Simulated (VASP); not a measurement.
A run of VASP 6.6.1 is set up as follows.

The input INCAR:

```
  PREC = Accurate
  ENCUT = 520
  EDIFF = 1E-7
  ISMEAR = -1
  SIGMA = 0.05
  LREAL = False
  LASPH = True
  NELM = 80
  ALGO = Normal
  ISIF = 2
  LWAVE = False
  LCHARG = True
  GGA = PS
  LELF = True
  LVHAR = True
  NBANDS = 20
```

KPOINTS

```
regular mesh
0
Gamma
  10 10 7
```

Contents of POSCAR:

```
TaRu
1.0
    1.6541220000     -2.3416130000      0.0000000000
    1.6541220000      2.3416130000      0.0000000000
    0.0000000000      0.0000000000      4.1624230000
Ta Ru
1 1
Direct
    0.5082850000      0.5093980000      0.4959540000
    0.0104280000     -0.0221210000     -0.0138380000
```

Potentials or basis: VASP PAW PBE potentials, release 64 (Ta_pv, Ru_pv).

Command:

```sh
$ cat potpaw_PBE.64/Ta_pv/POTCAR potpaw_PBE.64/Ru_pv/POTCAR > POTCAR
$ mpirun -np 1 vasp_std > vasp.out
```

(1) Predict the largest force.

(2) Predict the pressure.

## Answers

(1) 0.515 eV/Å.

(2) -8.2 GPa.

Caveat: the PAW data sets were made with another functional, which shifts forces and pressure a little.
